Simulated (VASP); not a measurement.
Energy against volume of KI (rock salt). Calculation: PBE GGA with D4 dispersion, VASP's PBE PAW potentials (set 64) (plane waves; VASP). Run with 520 eV cut-off, 7×7×7 Γ-centred mesh, Gaussian smearing of 0.050 eV, potentials K_sv I.

| V (Å³/atom) | E (eV/atom) |
|---|---|
| 42.595 | -2.92984 |
| 43.913 | -2.93139 |
| 45.230 | -2.92993 |
| 46.547 | -2.92593 |

Fit these four points and predict the energy of the run at 41.278 Å³/atom.

A cubic in V^(−2/3), the third-order Birch-Murnaghan form, passes through the four points with V0 = 43.90 Å³/atom and B0 = 12 GPa, and gives -2.9247 eV/atom there. The run gave -2.9247 eV/atom, +0.0 meV/atom from the fit; all five points give B0 = 12 GPa.

The compound is KI in the rock salt structure. It was relaxed first.
